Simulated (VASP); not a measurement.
Computed with G0W0 on PBE orbitals, VASP's PBE PAW potentials (set 64) (plane waves; VASP).

A VASP calculation is set up with these files.

**POSCAR**
```
GaP
1
    0.0000000000     2.7608590000     2.7608590000
    2.7608590000     0.0000000000     2.7608590000
    2.7608590000     2.7608590000     0.0000000000
Ga P
1 1
Direct
  0.0000000000   0.0000000000   0.0000000000
  0.2500000000   0.2500000000   0.2500000000
```

### INCAR
```
# general
SYSTEM      = GaP
PREC        = Normal
ENCUT       = 500
LREAL       = .False.
LASPH       = .True.
NBANDS      = 160

# electronic loop
ALGO        = EVGW0

# smearing
ISMEAR      = 0
SIGMA       = 0.01

# functional
GGA         = PE

# output
LWAVE       = .False.
LCHARG      = .False.

# other
NELMGW      = 1
NOMEGA      = 64
ENCUTGW     = 200
NBANDSGW    = 17
LSPECTRALGW = .True.
```

KPOINTS:
```
Automatic mesh
0
Gamma
4 4 4
0 0 0
```

POTCAR, in this order: Ga_d_GW P_GW (PBE.64 set). Program: vasp_std. Read from the step before: WAVECAR, WAVEDER.

Output of the run:

OSZICAR:
```
energies w=
    0.000    0.000    0.457    0.000    0.912    0.000    1.366    0.000
    1.816    0.000    2.263    0.000    2.705    0.000    3.142    0.000
    3.573    0.000    3.999    0.000    4.419    0.000    4.833    0.000
    5.241    0.000    5.644    0.000    6.042    0.000    6.435    0.000
    6.824    0.000    7.210    0.000    7.593    0.000    7.973    0.000
    8.352    0.000    8.731    0.000    9.110    0.000    9.489    0.000
    9.871    0.000   10.256    0.000   10.645    0.000   11.039    0.000
   11.440    0.000   11.848    0.000   12.266    0.000   12.694    0.000
   13.135    0.000   13.589    0.000   14.061    0.000   14.551    0.000
   15.062    0.000   15.598    0.000   16.161    0.000   16.756    0.000
   17.387    0.000   18.060    0.000   18.780    0.000   19.555    0.000
   20.394    0.000   21.307    0.000   22.307    0.000   23.409    0.000
   24.632    0.000   26.000    0.000   27.544    0.000   29.300    0.000
   31.321    0.000   33.672    0.000   36.444    0.000   39.763    0.000
   43.809    0.000   48.850    0.000   55.301    0.000   63.840    0.000
   75.664    0.000   93.089    0.000  121.268    0.000  174.460    0.000
NQ=   1    0.0000    0.0000    0.0000,
 performed        217000 updates of chi_q(r,r)
NQ=   2    0.2500    0.0000    0.0000,
 performed        586000 updates of chi_q(r,r)
NQ=   3    0.5000    0.0000    0.0000,
 performed        912000 updates of chi_q(r,r)
NQ=   4    0.2500    0.2500    0.0000,
 performed       1281000 updates of chi_q(r,r)
NQ=   5    0.5000    0.2500    0.0000,
 performed       1770000 updates of chi_q(r,r)
NQ=   6   -0.2500    0.2500    0.0000,
 performed       2215000 updates of chi_q(r,r)
NQ=   7    0.5000    0.5000    0.0000,
 performed       2508000 updates of chi_q(r,r)
NQ=   8   -0.2500    0.5000    0.2500,
 performed       2866000 updates of chi_q(r,r)
 resolving degeneracies of screened two electron integrals
```

File OUTCAR:
```


 k-point   1 :       0.0000    0.0000    0.0000
  band No.  KS-energies  QP-energies   sigma(KS)   V_xc(KS)     V^pw_x(r,r')   Z            occupation Imag(sigma)

      1     -10.5087     -12.7068     -24.9401     -21.6973     -35.0535       0.6778       2.0000       0.1918
      2     -10.5087     -12.7068     -24.9401     -21.6973     -35.0535       0.6778       2.0000       0.1918
      3     -10.5087     -12.7068     -24.9401     -21.6973     -35.0535       0.6778       2.0000       0.1918
      4     -10.4218     -12.6497     -25.0835     -21.8075     -35.1666       0.6801       2.0000       0.1606
      5     -10.4218     -12.6497     -25.0835     -21.8075     -35.1666       0.6801       2.0000       0.1606
      6      -8.1866      -8.6654     -12.0648     -11.3011     -18.5305       0.6271       2.0000       0.9602
      7       4.0264       3.4512     -13.2457     -12.4849     -14.4579       0.7560       2.0000       0.0441
      8       4.0264       3.4512     -13.2457     -12.4849     -14.4579       0.7560       2.0000       0.0441
      9       4.0264       3.4512     -13.2457     -12.4849     -14.4579       0.7560       2.0000       0.0441
     10       5.5208       5.8023     -11.2297     -11.5985      -6.9846       0.7635       0.0000      -0.0569
     11       7.8912       8.0302     -10.1716     -10.3545      -5.7112       0.7601       0.0000      -0.0737
     12       7.8912       8.0302     -10.1716     -10.3545      -5.7112       0.7601       0.0000      -0.0737
     13       7.8912       8.0302     -10.1716     -10.3545      -5.7112       0.7601       0.0000      -0.0737
     14      12.6650      12.5779      -8.1559      -8.0436      -2.6743       0.7761       0.0000      -0.2743
     15      13.6799      13.8654     -10.4078     -10.6578      -4.8850       0.7420       0.0000      -0.2450
     16      13.6799      13.8654     -10.4078     -10.6578      -4.8850       0.7420       0.0000      -0.2450
     17      16.3262      16.1371      -8.3264      -8.0741      -2.3746       0.7496       0.0000      -0.4637

 k-point   2 :       0.2500    0.0000    0.0000
  band No.  KS-energies  QP-energies   sigma(KS)   V_xc(KS)     V^pw_x(r,r')   Z            occupation Imag(sigma)

      1     -10.5444     -12.7013     -24.7063     -21.5152     -34.7838       0.6759       2.0000       0.2075
      2     -10.4958     -12.6983     -24.9684     -21.7218     -35.0851       0.6784       2.0000       0.1904
      3     -10.4958     -12.6983     -24.9684     -21.7218     -35.0851       0.6784       2.0000       0.1904
      4     -10.4208     -12.6528     -25.0837     -21.8095     -35.1711       0.6817       2.0000       0.1605
      5     -10.4208     -12.6528     -25.0837     -21.8095     -35.1711       0.6817       2.0000       0.1605
      6      -7.4505      -7.9731     -12.4212     -11.6391     -18.6835       0.6681       2.0000       0.9221
      7       0.2205      -0.3674     -12.3039     -11.4932     -14.6622       0.7252       2.0000       0.1149
      8       3.3960       2.8007     -12.9101     -12.1195     -14.2603       0.7530       2.0000       0.0486
      9       3.3960       2.8007     -12.9101     -12.1195     -14.2603       0.7530       2.0000       0.0486
     10       6.0278       6.2273     -10.5689     -10.8298      -6.3825       0.7644       0.0000      -0.0588
     11       8.7196       8.8635     -10.2942     -10.4850      -5.6082       0.7536       0.0000      -0.0904
     12       8.7196       8.8635     -10.2942     -10.4850      -5.6082       0.7536       0.0000      -0.0904
     13      10.1714      10.2729     -10.7361     -10.8736      -5.6026       0.7379       0.0000      -0.1338
     14      12.9142      12.9886      -9.8430      -9.9430      -4.4599       0.7438       0.0000      -0.2329
     15      12.9142      12.9886      -9.8430      -9.9430      -4.4599       0.7438       0.0000      -0.2329
     16      13.8314      13.6265      -8.0220      -7.7485      -2.4042       0.7492       0.0000      -0.3105
     17      16.8528      16.7669      -8.9724      -8.8565      -2.8363       0.7415       0.0000      -0.5237

 k-point   3 :       0.5000    0.0000    0.0000
  band No.  KS-energies  QP-energies   sigma(KS)   V_xc(KS)     V^pw_x(r,r')   Z            occupation Imag(sigma)

      1     -10.5764     -12.7078     -24.5451     -21.3888     -34.5989       0.6753       2.0000       0.2201
      2     -10.4869     -12.6926     -24.9832     -21.7332     -35.0974       0.6787       2.0000       0.1890
      3     -10.4869     -12.6926     -24.9832     -21.7332     -35.0974       0.6787       2.0000       0.1890
      4     -10.4153     -12.6509     -25.0983     -21.8253     -35.1958       0.6830       2.0000       0.1620
      5     -10.4153     -12.6509     -25.0983     -21.8253     -35.1958       0.6830       2.0000       0.1620
      6      -6.2421      -6.7861     -13.1140     -12.3217     -19.0253       0.6867       2.0000       0.7918
      7      -2.4095      -3.0102     -11.5239     -10.6627     -15.0990       0.6975       2.0000       0.2866
      8       2.9586       2.3393     -12.7890     -11.9629     -14.3083       0.7496       2.0000       0.0536
      9       2.9586       2.3393     -12.7890     -11.9629     -14.3083       0.7496       2.0000       0.0536
     10       5.5633       5.7382     -10.4946     -10.7223      -6.4541       0.7684       0.0000      -0.0554
     11       8.7223       8.8368      -9.9377     -10.0892      -5.2937       0.7559       0.0000      -0.0888
     12       8.7223       8.8368      -9.9377     -10.0892      -5.2937       0.7559       0.0000      -0.0888
     13      12.2182      12.0083      -8.6353      -8.3553      -3.0670       0.7498       0.0000      -0.2422
     14      14.6430      14.6357      -9.7793      -9.7693      -3.6562       0.7321       0.0000      -0.3775
     15      15.5016      15.6650     -10.5479     -10.7668      -4.2706       0.7468       0.0000      -0.4819
     16      15.5016      15.6650     -10.5479     -10.7668      -4.2706       0.7468       0.0000      -0.4819
     17      17.2584      17.4032     -10.5450     -10.7415      -3.8785       0.7368       0.0000      -0.6578

 k-point   4 :       0.2500    0.2500    0.0000
  band No.  KS-energies  QP-energies   sigma(KS)   V_xc(KS)     V^pw_x(r,r')   Z            occupation Imag(sigma)

      1     -10.5652     -12.7159     -24.6576     -21.4767     -34.7314       0.6761       2.0000       0.2112
      2     -10.4808     -12.6911     -25.0044     -21.7536     -35.1273       0.6799       2.0000       0.1890
      3     -10.4808     -12.6911     -25.0044     -21.7536     -35.1273       0.6799       2.0000       0.1890
      4     -10.4355     -12.6516     -25.0363     -21.7667     -35.1126       0.6778       2.0000       0.1626
      5     -10.4122     -12.6510     -25.1006     -21.8258     -35.1933       0.6837       2.0000       0.1601
      6      -7.2001      -7.7195     -12.4736     -11.6967     -18.6506       0.6687       2.0000       0.8970
      7       0.3629      -0.1798     -12.7516     -12.0060     -15.0357       0.7279       2.0000       0.1080
      8       2.4252       1.7974     -12.4221     -11.5797     -14.0469       0.7452       2.0000       0.0594
      9       2.4252       1.7974     -12.4221     -11.5797     -14.0469       0.7452       2.0000       0.0594
     10       6.2183       6.2900      -9.7529      -9.8460      -5.6862       0.7697       0.0000      -0.0590
     11       7.6403       7.7289     -10.1827     -10.2996      -5.7016       0.7584       0.0000      -0.0750
     12      10.6369      10.8076     -10.8900     -11.1227      -5.6339       0.7336       0.0000      -0.1515
     13      10.6369      10.8076     -10.8900     -11.1227      -5.6339       0.7336       0.0000      -0.1515
     14      11.6459      11.7004     -10.0697     -10.1425      -4.8357       0.7486       0.0000      -0.1849
     15      14.6064      14.7920     -10.3974     -10.6451      -4.5710       0.7492       0.0000      -0.3391
     16      16.4365      16.4115      -9.0870      -9.0538      -2.9161       0.7543       0.0000      -0.5218
     17      18.4287      18.2461      -8.9148      -8.6712      -2.5850       0.7492       0.0000      -0.7044

 k-point   5 :       0.5000    0.2500    0.0000
  band No.  KS-energies  QP-energies   sigma(KS)   V_xc(KS)     V^pw_x(r,r')   Z            occupation Imag(sigma)

      1     -10.5874     -12.7132     -24.5440     -21.3923     -34.6058       0.6745       2.0000       0.2213
      2     -10.4746     -12.6920     -25.0090     -21.7554     -35.1269       0.6815       2.0000       0.1860
      3     -10.4679     -12.6901     -25.0323     -21.7781     -35.1585       0.6828       2.0000       0.1879
      4     -10.4342     -12.6571     -25.0424     -21.7735     -35.1252       0.6800       2.0000       0.1629
      5     -10.4108     -12.6531     -25.1034     -21.8300     -35.2010       0.6850       2.0000       0.1602
      6      -5.9301      -6.4590     -13.0977     -12.3237     -18.8944       0.6834       2.0000       0.7492
      7      -1.9691      -2.5411     -12.0813     -11.2672     -15.4592       0.7027       2.0000       0.2361
      8       0.9315       0.2883     -11.7321     -10.8553     -13.7469       0.7336       2.0000       0.0892
      9       2.0888       1.4424     -12.3617     -11.4919     -14.1296       0.7432       2.0000       0.0647
     10       6.4751       6.5274      -9.7887      -9.8567      -5.6682       0.7692       0.0000      -0.0614
     11       8.8389       8.9919     -10.4948     -10.6998      -5.6559       0.7462       0.0000      -0.1014
     12      10.4986      10.5388     -10.1283     -10.1821      -5.1025       0.7476       0.0000      -0.1377
     13      10.9762      11.1188     -10.4576     -10.6510      -5.1260       0.7374       0.0000      -0.1696
     14      14.5919      14.5881     -10.3978     -10.3926      -4.1224       0.7229       0.0000      -0.4121
     15      15.5906      15.7449     -10.6040     -10.8136      -4.3148       0.7360       0.0000      -0.4805
     16      16.8570      17.0257     -10.9011     -11.1312      -4.2095       0.7330       0.0000      -0.6420
     17      17.5209      17.3969      -8.6660      -8.4987      -2.5742       0.7415       0.0000      -0.5300

 k-point   6 :      -0.2500    0.2500    0.0000
  band No.  KS-energies  QP-energies   sigma(KS)   V_xc(KS)     V^pw_x(r,r')   Z            occupation Imag(sigma)

...
```
(Selected blocks of OUTCAR.)

The mesh is coarse and the basis finite, so the quasiparticle values are not converged.

The compound is GaP in the zinc blende structure. This cell is one point of a volume scan, at 1.04 of the reference volume. The k-mesh is coarse (spacing up to 0.49 per Å, 2π included), so the numbers may not be converged in it.
